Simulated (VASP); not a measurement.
Consider the following.

```
CELL_PARAMETERS angstrom
      0.00000     2.35580     2.35580
      2.35580     0.00000     2.35580
      2.35580     2.35580     0.00000
ATOMIC_POSITIONS crystal
  B  0.00000 0.00000 0.00000
  As 0.25000 0.25000 0.25000
```

All values below come from PBE GGA, VASP's PBE PAW potentials (set 64) (plane waves; VASP). Settings: 620 eV cut-off, 10×10×10 Γ-centred mesh, Gaussian smearing of 0.050 eV, potentials B As.

Task: Predict the energy per atom (σ→0), pressure.

Result: 
| Item | Value |
|---|---|
| energy per atom (σ→0) | -5.681 eV/atom |
| pressure | 9.98 GPa |

Total energies compare only between runs with the same potentials, cut-off and functional.

The compound is BAs in the zinc blende structure. It was relaxed first under an external pressure of 10 GPa.
